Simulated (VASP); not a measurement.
These are PBE GGA, VASP's PBE PAW potentials (set 64) (plane waves; VASP) values and carry that method's errors.

A VASP calculation is set up with these files.

### KPOINTS
```
Automatic mesh
0
Gamma
9 9 9
0 0 0
```

### INCAR
```
# general
SYSTEM =RuAl
PREC   =Accurate
ENCUT  =300   # plane-wave cut-off (eV)
LREAL  =.FALSE.   # projection in real space or not
LASPH  =.TRUE.   # aspherical one-centre terms

# electronic loop
EDIFF  =1E-6   # SCF stop (eV)
NELM   =100   # most electronic steps
ALGO   =Normal   # blocked Davidson
LMAXMIX=4

# smearing
ISMEAR =0   # Gaussian
SIGMA  =0.272

# functional
GGA    =PE   # PBE

# ions
ISIF   =2   # forces and stress, cell fixed

# output
LWAVE  =.FALSE.
LCHARG =.FALSE.
```

POSCAR:
```
RuAl
1.0
  2.9914950000   0.0000000000   0.0000000000
  0.0000000000   2.9914950000   0.0000000000
  0.0000000000   0.0000000000   2.9914950000
Al Ru
1 1
Cart
  1.4957475000   1.4957475000   1.4957475000
  0.0000000000   0.0000000000   0.0000000000
```

POTCAR, in this order: Al Ru_pv (PBE.64 set). Program: vasp_std.

The resulting files:

**OSZICAR**
```
       N       E                     dE             d eps       ncg     rms          rms(c)
DAV:   1     0.543724997590E+02    0.54372E+02   -0.73786E+03  1044   0.854E+02
DAV:   2    -0.140217547674E+02   -0.68394E+02   -0.65537E+02   956   0.247E+02
DAV:   3    -0.149511719501E+02   -0.92942E+00   -0.92232E+00   972   0.301E+01
DAV:   4    -0.149592881388E+02   -0.81162E-02   -0.81148E-02  1028   0.273E+00
DAV:   5    -0.149594729032E+02   -0.18476E-03   -0.18476E-03   964   0.346E-01    0.121E+01
DAV:   6    -0.143683028735E+02    0.59117E+00   -0.35919E+00   884   0.216E+01    0.240E+00
DAV:   7    -0.142963147560E+02    0.71988E-01   -0.28799E-01   892   0.626E+00    0.210E+00
DAV:   8    -0.142808564055E+02    0.15458E-01   -0.19735E-02   924   0.148E+00    0.203E-01
DAV:   9    -0.142806193316E+02    0.23707E-03   -0.57974E-04   924   0.251E-01    0.139E-01
DAV:  10    -0.142806148387E+02    0.44929E-05   -0.31487E-05  1032   0.693E-02    0.198E-02
DAV:  11    -0.142806125353E+02    0.23035E-05   -0.43730E-06   896   0.265E-02    0.559E-03
DAV:  12    -0.142806119857E+02    0.54953E-06   -0.70802E-08   456   0.299E-03
   1 F= -.14280612E+02 E0= -.14249295E+02  d E =-.626346E-01
```

### OUTCAR
```
------------------------ aborting loop because EDIFF is reached ----------------------------------------
  FORCE on cell =-STRESS in cart. coord.  units (eV):
  Direction    XX          YY          ZZ          XY          YZ          ZX
  --------------------------------------------------------------------------------------
  Total        0.3999239      0.3999239      0.3999239      0.0000000      0.0000000     -0.0000000
  in kB       23.9344305     23.9344305     23.9344305      0.0000000      0.0000000     -0.0000000
  external PRESSURE =      23.9344305 kB  Pullay stress =       0.0000000 kB
  volume of cell :       26.77
      direct lattice vectors                 reciprocal lattice vectors
     2.991495000  0.000000000  0.000000000     0.334281020  0.000000000  0.000000000
     0.000000000  2.991495000  0.000000000     0.000000000  0.334281020  0.000000000
     0.000000000  0.000000000  2.991495000     0.000000000  0.000000000  0.334281020
 POSITION                                       TOTAL-FORCE (eV/Angst)
 -----------------------------------------------------------------------------------
      1.49575      1.49575      1.49575         0.000000      0.000000      0.000000
      0.00000      0.00000      0.00000         0.000000      0.000000      0.000000
 -----------------------------------------------------------------------------------
    total drift:                                0.000000     -0.000000      0.000000
  FREE ENERGIE OF THE ION-ELECTRON SYSTEM (eV)
  ---------------------------------------------------
  free  energy   TOTEN  =       -14.2806119857 eV

  energy  without entropy=      -14.2179773478  energy(sigma->0) =      -14.24929467
```
(Selected blocks of OUTCAR.)

At this cut-off the stress carries a Pulay error, which pulls relaxed volumes low.

The structure is a typed RuAl crystal. The cell was not relaxed at this level. The electron count is odd and the run is not spin-polarised, which forces a metal.
